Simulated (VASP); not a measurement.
A run of VASP 6.6.1:

INCAR

```
ALGO = Fast
EDIFF = 1E-6
ENCUT = 520
GGA = CA
ISIF = 2
ISMEAR = 1
LASPH = True
LCHARG = True
LELF = True
LREAL = False
LVHAR = True
LWAVE = False
NBANDS = 21
NELM = 100
PREC = Accurate
SIGMA = 0.1
```

Contents of KPOINTS:

```
k-points
0
Gamma
  4 4 4
```

Contents of POSCAR:

```
TlBi
1.0
    3.9917090000      0.0000000000      0.0000000000
    0.0000000000      3.9917090000      0.0000000000
    0.0000000000      0.0000000000      3.9917090000
Tl Bi
1 1
Direct
    0.0000000000      0.0000000000      0.0000000000
    0.5000000000      0.5000000000      0.5000000000
```

Potentials or basis: VASP PAW LDA potentials, release 64 (Tl_d, Bi_d).

Run with:

```console
$ cat potpaw_LDA.64/Tl_d/POTCAR potpaw_LDA.64/Bi_d/POTCAR > POTCAR
$ mpirun -np 1 vasp_std > vasp.out
```

Hardware: 1 thread of Intel(R) Xeon(R) Platinum 8488C (Sapphire Rapids), on a shared host.

Task: How long does it take, and how much memory?

Result: Wall time 10 s on 1 thread of Intel(R) Xeon(R) Platinum 8488C (Sapphire Rapids) (shared host), peak memory 0.14 GiB. Counts: scf iterations 12, k points 10.
